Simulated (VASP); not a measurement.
The input files of a VASP run:

**KPOINTS**
```
Regular mesh
0
G
  4 4 4
```

**POSCAR**
```
ZnCu
1
    2.8875480000     0.0000000000     0.0000000000
    0.0000000000     2.8875480000     0.0000000000
    0.0000000000     0.0000000000     2.8875480000
Zn Cu
1 1
Direct
  0.5000000000   0.5000000000   0.5000000000
  0.0000000000   0.0000000000   0.0000000000
```

**INCAR**
```
SYSTEM = ZnCu
PREC = Accurate
ENCUT = 150
EDIFF = 1E-03
NELM = 100
ALGO = Normal
LREAL = .FALSE.
LASPH = .TRUE.
ISMEAR = 0
SIGMA = 0.136
GGA = PE
LMAXMIX = 4
LWAVE = .FALSE.
LCHARG = .FALSE.
ISIF = 2
```

POTCAR, in this order: Zn Cu (PBE.64 set). Program: vasp_std.

Problem. Translate this PBE calculation to Ansatz.

Solution. One equivalent input (not run):
Ansatz 0.2 input:
```yaml
crystal:
  lattice:
    - [2.8875480, 0.0000000, 0.0000000]
    - [0.0000000, 2.8875480, 0.0000000]
    - [0.0000000, 0.0000000, 2.8875480]
  atoms:
    - { symbol: Zn, position: [0.5000000, 0.5000000, 0.5000000] }
    - { symbol: Cu, position: [0.0000000, 0.0000000, 0.0000000] }
kpoints:
  mp_grid: { grid: [4, 4, 4] }
hamiltonian:
  xc: pbe
  pseudopotentials: { kind: paw }
scf:
  occupations: { method: gaussian, width: 0.136 }
  max_iter: 100
output: { forces: true, stress: true, eigenvalues: true }
```
What does not carry over: each code has its own PAW files, so the cut-off isn't converted (ENCUT is set for VASP's; basis.ecutwfc is left out, and Ansatz then takes the one that its files recommend); Ansatz stops its SCF on the density residual and VASP on the energy change (EDIFF).

The structure comes from a computed database's ZnCu entry; how it stands against other phases isn't given here. The cell was not relaxed at this level. The k-mesh is coarse (spacing up to 0.54 per Å, 2π included), so the numbers may not be converged in it. The run is one of a series of settings (EDIFF = 1E-03, ENCUT = 150, ISMEAR = 0, SIGMA = 0.136, KPOINTS 4×4×4 Γ-centred mesh against the base run), some of them coarse on purpose.
